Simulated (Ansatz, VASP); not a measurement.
# Cross-check of PbO between VASP and Ansatz

One calculation is typed for both programs; each brings its own data sets. How far apart do they land? The cell is taken from a series of runs on this material, whose earlier steps may have relaxed, scaled, displaced or heated it; both programs get it as it stands.

Method: plane waves, with VASP 6.6.1 beside it; dielectric response at PBE, in Ansatz 0.2.0.

## (1) The starting structure

It takes space group P4/nmm (No. 129, tetragonal). Conventional cell: a = 3.975 Å, b = 3.975 Å, c = 5.023 Å, α = 90.00°, β = 90.00°, γ = 90.00°. Pb has 4 O at 2.32 Å nearest. Nearest to O lie 4 Pb at 2.32 Å. Farther neighbours and most contacts between anions are not listed.

As a file:

```xyz
4
Lattice="3.9748 0.0000 0.0000 0.0000 3.9748 0.0000 0.0000 0.0000 5.0227" Properties=species:S:1:pos:R:3 pbc="T T T"
Pb    0.0000    1.9874    1.1980
Pb    1.9874    0.0000    3.8247
O     0.0000    0.0000    0.0000
O     1.9874    1.9874    0.0000
```

## (2) VASP: dielectric response, PBE

The response to a field tests empty states and converges slowly with the mesh.

Lines of VASP's logs that name or quote its potential files are left out, and so is its time.

The input, INCAR:

```
SYSTEM = PbO
PREC = Accurate
ENCUT = 520
EDIFF = 1E-08
NELM = 120
ISMEAR = 0
SIGMA = 0.01
LREAL = .FALSE.
ALGO = Normal
GGA = PE
NBANDS = 26
LORBIT = 11
LWAVE = .FALSE.
LCHARG = .FALSE.
ISIF = 2
LEPSILON = .TRUE.
LASPH = .TRUE.
GGA_COMPAT = .FALSE.
KPAR = 2
```

The input, POSCAR:

```
PbO
1.0
    3.9748000000      0.0000000000      0.0000000000
    0.0000000000      3.9748000000      0.0000000000
    0.0000000000      0.0000000000      5.0227000000
Pb O
2 2
Direct
    0.0000000000      0.5000000000      0.2385140000
    0.5000000000      0.0000000000      0.7614860000
    0.0000000000      0.0000000000      0.0000000000
    0.5000000000      0.5000000000      0.0000000000
```

The input, KPOINTS:

```
Automatic mesh
0
Gamma
6 6 4
0 0 0
```

Potentials, in the order of the species: Pb_d and O (PBE family, release 64).

On the command line:

```console
$ mpirun -np 2 vasp_std
```

Numbers of over 12 decimals in the logs are rounded to 6 here.

The program printed:

```text
[banner, memory and clock lines left out]
running    2 mpi-ranks, on    1 nodes
 distrk:  each k-point on    1 cores,    2 groups
 distr:  one band on    1 cores,    1 groups

 POSCAR found type information on POSCAR PbO
 POSCAR found :  2 types and       4 ions
 LDA part: xc-table for (Slater+PW92), standard interpolation
 POSCAR, INCAR and KPOINTS ok, starting setup
 FFT: planning ... GRIDC
 FFT: planning ... GRID_SOFT
 FFT: planning ... GRID
 WAVECAR not read
 entering main loop
       N       E                     dE             d eps       ncg     rms          rms(c)
DAV:   1     0.459722533324E+03    0.45972E+03   -0.20129E+04  1560   0.184E+03
DAV:   2     0.356258312055E+02   -0.42410E+03   -0.41098E+03  1626   0.465E+02
DAV:   3    -0.235416403385E+02   -0.59167E+02   -0.57841E+02  2092   0.188E+02
DAV:   4    -0.260037977847E+02   -0.24622E+01   -0.24520E+01  1846   0.402E+01
DAV:   5    -0.260690957744E+02   -0.65298E-01   -0.65249E-01  1874   0.693E+00    0.124E+01
DAV:   6    -0.216036199294E+02    0.44655E+01   -0.26190E+01  2330   0.425E+01    0.535E+00
DAV:   7    -0.214495803810E+02    0.15404E+00   -0.29397E+00  1934   0.129E+01    0.251E+00
DAV:   8    -0.214387861911E+02    0.10794E-01   -0.60267E-01  1812   0.538E+00    0.967E-01
DAV:   9    -0.214221397541E+02    0.16646E-01   -0.89016E-02  2516   0.256E+00    0.268E-01
DAV:  10    -0.214238220991E+02   -0.16823E-02   -0.14356E-02  1932   0.869E-01    0.113E-01
DAV:  11    -0.214235311886E+02    0.29091E-03   -0.33611E-03  2554   0.490E-01    0.702E-02
DAV:  12    -0.214234894792E+02    0.41709E-04   -0.37362E-04  2154   0.182E-01    0.387E-02
DAV:  13    -0.214234789473E+02    0.10532E-04   -0.13713E-04  2272   0.910E-02    0.888E-03
DAV:  14    -0.214234769140E+02    0.20333E-05   -0.13941E-05  2406   0.461E-02    0.248E-03
DAV:  15    -0.214234764539E+02    0.46008E-06   -0.14844E-06  2128   0.139E-02    0.154E-03
DAV:  16    -0.214234765162E+02   -0.62289E-07   -0.21647E-07  2454   0.440E-03    0.241E-04
DAV:  17    -0.214234765677E+02   -0.51551E-07   -0.20891E-08  1608   0.993E-04    0.126E-04
DAV:  18    -0.214234765681E+02   -0.36562E-09   -0.24005E-09   838   0.395E-04
   1 F= -.21423477E+02 E0= -.21423477E+02  d E =-.110283E-16
 Linear response reoptimize wavefunctions to high precision
DAV:   1    -0.214234765745E+02   -0.64310E-08   -0.47406E-10   938   0.262E-04
DAV:   2    -0.214234765745E+02    0.36380E-11   -0.89263E-11   826   0.888E-05
 Linear response G [H, r] |phi>, progress :
  Direction:   1
       N       E                     dE             d eps       ncg     rms
RMM:   1    -0.144039154973E+03   -0.14404E+03    0.46374E+02  2337   0.184E+02
RMM:   2    -0.151297027549E+03   -0.72579E+01   -0.41109E+01  2440   0.473E+01
RMM:   3    -0.152085830932E+03   -0.78880E+00   -0.42786E+00  2594   0.160E+01
RMM:   4    -0.152157951550E+03   -0.72121E-01   -0.81602E-01  2696   0.621E+00
RMM:   5    -0.152188678669E+03   -0.30727E-01   -0.14047E-01  2652   0.228E+00
RMM:   6    -0.152190615539E+03   -0.19369E-02   -0.43598E-02  2756   0.115E+00
RMM:   7    -0.152190980355E+03   -0.36482E-03   -0.58413E-03  2735   0.397E-01
RMM:   8    -0.152191060020E+03   -0.79665E-04   -0.77028E-04  2705   0.145E-01
RMM:   9    -0.152191075680E+03   -0.15661E-04   -0.15288E-04  2703   0.660E-02
RMM:  10    -0.152191077163E+03   -0.14831E-05   -0.42096E-05  2777   0.314E-02
RMM:  11    -0.152191076553E+03    0.61044E-06   -0.48035E-06  2746   0.146E-02
RMM:  12    -0.152191078371E+03   -0.18183E-05   -0.20969E-05  2659   0.811E-03
RMM:  13    -0.152191077219E+03    0.11519E-05    0.29436E-05  2363   0.374E-03
RMM:  14    -0.152191078296E+03   -0.10764E-05   -0.13218E-05  2156   0.207E-03
RMM:  15    -0.152191077597E+03    0.69908E-06    0.21254E-05  2041   0.127E-03
RMM:  16    -0.152191077578E+03    0.18878E-07   -0.10285E-05  1911   0.991E-04
RMM:  17    -0.152191077419E+03    0.15882E-06    0.28953E-05  1916   0.871E-04
RMM:  18    -0.152191077720E+03   -0.30051E-06    0.55703E-05  1895   0.812E-04
RMM:  19    -0.152191077435E+03    0.28443E-06    0.41667E-05  1840   0.786E-04
RMM:  20    -0.152191077966E+03   -0.53041E-06    0.15922E-05  1746   0.768E-04
RMM:  21    -0.152191077000E+03    0.96541E-06   -0.19428E-05  1752   0.751E-04
 Linear response G [H, r] |phi>, progress :
  Direction:   2
       N       E                     dE             d eps       ncg     rms
RMM:   1    -0.158058973355E+03   -0.15806E+03    0.30215E+02  2340   0.179E+02
RMM:   2    -0.155755741121E+03    0.23032E+01   -0.39427E+01  2477   0.473E+01
RMM:   3    -0.156606649696E+03   -0.85091E+00   -0.36653E+00  2606   0.159E+01
RMM:   4    -0.156701449391E+03   -0.94800E-01   -0.92090E-01  2660   0.647E+00
RMM:   5    -0.156736336382E+03   -0.34887E-01   -0.16370E-01  2660   0.234E+00
RMM:   6    -0.156738101205E+03   -0.17648E-02   -0.42484E-02  2703   0.110E+00
RMM:   7    -0.156738582126E+03   -0.48092E-03   -0.86678E-03  2695   0.458E-01
[...]
RMM:   7    -0.154062519698E+03   -0.80933E-04   -0.60593E-03  2697   0.418E-01
RMM:   8    -0.154062596369E+03   -0.76671E-04   -0.81429E-04  2753   0.137E-01
RMM:   9    -0.154062601804E+03   -0.54352E-05   -0.97720E-05  2720   0.552E-02
RMM:  10    -0.154062602570E+03   -0.76525E-06   -0.23171E-05  2779   0.260E-02
[...]
change of polarisation eV/A/(eV/A) component  2 :    -0.449     2.473     0.196
 dielectric tensor                  component  2 :    -1.023     6.640     0.448
 Linear response to external field (no local field effect), progress :
  Direction:   3
       N       E                     dE             d eps       ncg     rms          rms(c)
RMM:   1    -0.106080556903E+01   -0.10608E+01   -0.47631E+00  2500   0.679E+00
RMM:   2    -0.123404188808E+01   -0.17324E+00   -0.76384E-02  2668   0.172E+00
RMM:   3    -0.123610753143E+01   -0.20656E-02   -0.74079E-03  2695   0.625E-01
RMM:   4    -0.123649668493E+01   -0.38915E-03   -0.11338E-03  2639   0.206E-01
RMM:   5    -0.123654835184E+01   -0.51667E-04   -0.30899E-04  2675   0.946E-02
RMM:   6    -0.123655653219E+01   -0.81803E-05   -0.92223E-05  2702   0.491E-02
RMM:   7    -0.123655833356E+01   -0.18014E-05   -0.18862E-05  2725   0.211E-02
RMM:   8    -0.123655880261E+01   -0.46906E-06   -0.55099E-06  2695   0.113E-02
RMM:   9    -0.123655887723E+01   -0.74619E-07   -0.68295E-07  2584   0.396E-03
RMM:  10    -0.123655889382E+01   -0.16588E-07   -0.13275E-07  2094   0.153E-03
RMM:  11    -0.123655889312E+01    0.69910E-09    0.16427E-08  1647   0.644E-04
 change of polarisation eV/A/(eV/A) component  3 :    -0.021     0.196     2.473
 dielectric tensor                  component  3 :    -0.048     0.448     6.640
 Linear response to external field, progress :
  Direction:   1
       N       E                     dE             d eps       ncg     rms          rms(c)
RMM:   1    -0.122611290268E+01   -0.12261E+01   -0.61615E+00  4056   0.680E+00
RMM:   2    -0.137254191320E+01   -0.14643E+00   -0.76990E-02  4282   0.176E+00    0.210E+00
RMM:   3    -0.131311388249E+01    0.59428E-01   -0.54585E-02  3584   0.182E+00    0.114E+00
RMM:   4    -0.137071734828E+01   -0.57603E-01   -0.78605E-02  4103   0.199E+00    0.197E-01
RMM:   5    -0.138926144565E+01   -0.18544E-01   -0.28657E-03  3642   0.819E-01    0.434E-02
RMM:   6    -0.139589277765E+01   -0.66313E-02    0.28779E-04  3944   0.353E-01    0.236E-02
RMM:   7    -0.139630935174E+01   -0.41657E-03   -0.14939E-04  4016   0.147E-01    0.105E-02
RMM:   8    -0.139694344164E+01   -0.63409E-03   -0.78994E-05  4093   0.652E-02    0.305E-03
RMM:   9    -0.139721169238E+01   -0.26825E-03   -0.23365E-05  4360   0.257E-02    0.231E-03
RMM:  10    -0.139717697198E+01    0.34720E-04   -0.77291E-06  4199   0.109E-02    0.580E-04
RMM:  11    -0.139714520599E+01    0.31766E-04   -0.17742E-06  4508   0.426E-03    0.179E-04
RMM:  12    -0.139714816576E+01   -0.29598E-05   -0.13175E-06  4375   0.167E-03    0.730E-05
RMM:  13    -0.139714540208E+01    0.27637E-05   -0.85862E-08  4249   0.664E-04    0.380E-05
RMM:  14    -0.139714651763E+01   -0.11156E-05   -0.84833E-08  3414   0.310E-04    0.117E-05
RMM:  15    -0.139714654347E+01   -0.25832E-07   -0.87941E-08  2971   0.151E-04    0.503E-06
 change of polarisation eV/A/(eV/A) component  1 :     2.550    -0.253    -0.071
 dielectric tensor                  component  1 :     6.815    -0.576    -0.163
 Linear response to external field, progress :
  Direction:   2
       N       E                     dE             d eps       ncg     rms          rms(c)
RMM:   1    -0.122611294675E+01   -0.12261E+01   -0.61615E+00  4056   0.680E+00
RMM:   2    -0.137254492845E+01   -0.14643E+00   -0.76947E-02  4281   0.176E+00    0.210E+00
RMM:   3    -0.131311547562E+01    0.59429E-01   -0.54457E-02  3587   0.182E+00    0.114E+00
RMM:   4    -0.137069246848E+01   -0.57577E-01   -0.78342E-02  4102   0.199E+00    0.197E-01
RMM:   5    -0.138926995204E+01   -0.18577E-01   -0.28395E-03  3639   0.819E-01    0.433E-02
RMM:   6    -0.139591696281E+01   -0.66470E-02    0.28052E-04  3942   0.353E-01    0.236E-02
RMM:   7    -0.139631024651E+01   -0.39328E-03   -0.13073E-04  4002   0.147E-01    0.981E-03
RMM:   8    -0.139699414630E+01   -0.68390E-03   -0.83287E-05  4108   0.653E-02    0.294E-03
RMM:   9    -0.139721098596E+01   -0.21684E-03   -0.20392E-05  4350   0.251E-02    0.221E-03
RMM:  10    -0.139717535962E+01    0.35626E-04   -0.93879E-06  4211   0.108E-02    0.551E-04
RMM:  11    -0.139714303620E+01    0.32323E-04   -0.20739E-06  4483   0.415E-03    0.175E-04
RMM:  12    -0.139714814385E+01   -0.51076E-05   -0.10002E-06  4363   0.159E-03    0.740E-05
RMM:  13    -0.139714544372E+01    0.27001E-05   -0.25566E-07  4234   0.648E-04    0.369E-05
RMM:  14    -0.139714638021E+01   -0.93649E-06   -0.23078E-07  3408   0.291E-04    0.106E-05
RMM:  15    -0.139714649773E+01   -0.11752E-06    0.15958E-07  2913   0.142E-04    0.487E-06
 change of polarisation eV/A/(eV/A) component  2 :    -0.255     2.550     0.085
 dielectric tensor                  component  2 :    -0.581     6.815     0.194
 Linear response to external field, progress :
  Direction:   3
       N       E                     dE             d eps       ncg     rms          rms(c)
RMM:   1    -0.106080556903E+01   -0.10608E+01   -0.47631E+00  2500   0.679E+00
RMM:   2    -0.123402904829E+01   -0.17322E+00   -0.76255E-02  2668   0.172E+00    0.177E+00
RMM:   3    -0.117722639288E+01    0.56803E-01   -0.55806E-02  2208   0.179E+00    0.968E-01
RMM:   4    -0.122861388821E+01   -0.51387E-01   -0.12518E-01  2350   0.234E+00    0.189E-01
RMM:   5    -0.124350114199E+01   -0.14887E-01    0.30269E-03  2437   0.847E-01    0.572E-02
RMM:   6    -0.125350850834E+01   -0.10007E-01    0.52105E-03  2414   0.412E-01    0.183E-02
RMM:   7    -0.125470103406E+01   -0.11925E-02    0.14666E-03  2494   0.199E-01    0.102E-02
RMM:   8    -0.125536882277E+01   -0.66779E-03    0.16283E-04  2540   0.887E-02    0.258E-03
RMM:   9    -0.125532232710E+01    0.46496E-04    0.17963E-05  2613   0.448E-02    0.145E-03
RMM:  10    -0.125536928176E+01   -0.46955E-04   -0.69752E-05  2663   0.162E-02    0.568E-04
RMM:  11    -0.125535580814E+01    0.13474E-04    0.18424E-05  2643   0.721E-03    0.428E-04
RMM:  12    -0.125535363234E+01    0.21758E-05   -0.13678E-05  2564   0.344E-03    0.160E-04
RMM:  13    -0.125535625721E+01   -0.26249E-05    0.47910E-06  2608   0.148E-03    0.630E-05
RMM:  14    -0.125535560920E+01    0.64800E-06   -0.21522E-06  2475   0.581E-04    0.263E-05
RMM:  15    -0.125535470657E+01    0.90263E-06    0.19197E-06  2232   0.284E-04    0.964E-06
 change of polarisation eV/A/(eV/A) component  3 :    -0.014     0.194     2.297
 dielectric tensor                  component  3 :    -0.032     0.443     6.239
 Born effective charges drift removed
```

OUTCAR, selected parts (step 2):

```text
ion  position               nearest neighbor table
   1  0.000  0.500  0.239-   3 2.32   4 2.32   3 2.32   4 2.32   2 3.69   2 3.69   2 3.69   2 3.69
                             2 3.85   2 3.85   2 3.85   2 3.85
   2  0.500  0.000  0.761-   3 2.32   4 2.32   4 2.32   3 2.32   1 3.69   1 3.69   1 3.69   1 3.69
                             1 3.85   1 3.85   1 3.85   1 3.85
   3  0.000  0.000  0.000-   1 2.32   2 2.32   1 2.32   2 2.32
   4  0.500  0.500  0.000-   1 2.32   2 2.32   2 2.32   1 2.32

  LATTYP: Found a simple tetragonal cell.
 ALAT       =     3.9748000000
 C/A-ratio  =     1.2636359062

 Subroutine GETGRP returns: Found 16 space group operations
 (whereof  8 operations were pure point group operations)

The static configuration has the point symmetry D_2d.
 The point group associated with its full space group is D_4h.

 Found     30 irreducible k-points:

   k-points           NKPTS =     30   k-points in BZ     NKDIM =     30   number of bands    NBANDS=     26

   dimension x,y,z NGX =    30 NGY =   30 NGZ =   40
   dimension x,y,z NGXF=    60 NGYF=   60 NGZF=   80

   ENCUT  =  520.0 eV  38.22 Ry    6.18 a.u.   7.39  7.39  9.34*2*pi/ulx,y,z

   NELECT =      40.0000    total number of electrons

 k-points in reciprocal lattice and weights: Automatic mesh
   0.00000000  0.00000000  0.00000000       0.007
   0.16666667  0.00000000  0.00000000       0.028
   0.33333333  0.00000000  0.00000000       0.028
   0.50000000  0.00000000  0.00000000       0.014
   0.16666667  0.16666667  0.00000000       0.028
   0.33333333  0.16666667  0.00000000       0.056
   0.50000000  0.16666667  0.00000000       0.028
   0.33333333  0.33333333  0.00000000       0.028
   0.50000000  0.33333333  0.00000000       0.028
[...]
0.50000000  0.33333333  0.50000000       0.028
   0.50000000  0.50000000  0.50000000       0.007

 average (electrostatic) potential at core
       1 -91.2258       2 -91.2258       3 -69.3160       4 -69.3160

  Total        2.1867579      2.1867579      1.5130054      0.0000000      0.0000000      0.0000000
  in kB       44.1512991     44.1512991     30.5480326      0.0000000      0.0000000      0.0000000
  external PRESSURE =      39.6168769 kB  Pullay stress =       0.0000000 kB

  energy-cutoff  :      520.00
  volume of cell :       79.35
      direct lattice vectors                 reciprocal lattice vectors
     3.974800000  0.000000000  0.000000000     0.251584985  0.000000000  0.000000000
     0.000000000  3.974800000  0.000000000     0.000000000  0.251584985  0.000000000
     0.000000000  0.000000000  5.022700000     0.000000000  0.000000000  0.199096104

 POSITION                                       TOTAL-FORCE (eV/Angst)
 -----------------------------------------------------------------------------------
      0.00000      1.98740      1.19798         0.000000      0.000000      0.195802
      1.98740      0.00000      3.82472        -0.000000      0.000000     -0.195802
      0.00000      0.00000      0.00000        -0.000000      0.000000      0.000000
      1.98740      1.98740      0.00000        -0.000000     -0.000000      0.000000
 -----------------------------------------------------------------------------------
    total drift:                                0.000000      0.000000      0.000000

 MACROSCOPIC STATIC DIELECTRIC TENSOR (including local field effects in DFT)
 ------------------------------------------------------
           6.814613     0.000000     0.000000
           0.000000     6.814613     0.000000
          -0.000000     0.000000     6.238614
 ------------------------------------------------------

 PIEZOELECTRIC TENSOR (including local field effects)  for field in x, y, z        (C/m^2)
          XX          YY          ZZ          XY          YZ          ZX
  --------------------------------------------------------------------------------
  x     0.00000     0.00000     0.00000     0.00000     0.00000     0.00000
  y     0.00000     0.00000     0.00000     0.00000     0.00000     0.00000
  z     0.00000     0.00000     0.00000     0.00000     0.00000     0.00000

 BORN EFFECTIVE CHARGES (including local field effects) (in |e|, cummulative output)
 ---------------------------------------------------------------------------------
 ion    1
    1     3.14218     0.00000     0.00000
    2     0.00000     3.14218     0.00000
    3     0.00000     0.00000     2.33009
 ion    2
    1     3.14218     0.00000     0.00000
    2     0.00000     3.14218     0.00000
    3     0.00000     0.00000     2.33009
 ion    3
    1    -3.14218     0.00000     0.00000
    2     0.00000    -3.14218     0.00000
    3     0.00000     0.00000    -2.33009
 ion    4
    1    -3.14218     0.00000     0.00000
    2     0.00000    -3.14218     0.00000
    3     0.00000     0.00000    -2.33009
```

[end of part 1 of 2]

[Lines on the potential files, build, host, timing and source positions are cut from VASP's logs without a mark.]

[Logs are printed without paths, hosts, clocks, repeated set-up lines and the standing remarks that a program may print on its own settings, such as how far it seeks lower states.]

[Hosts, paths, dates, database ids (printed as entryN), source tags and the programs' standing remarks are cut or masked in the printed files.]
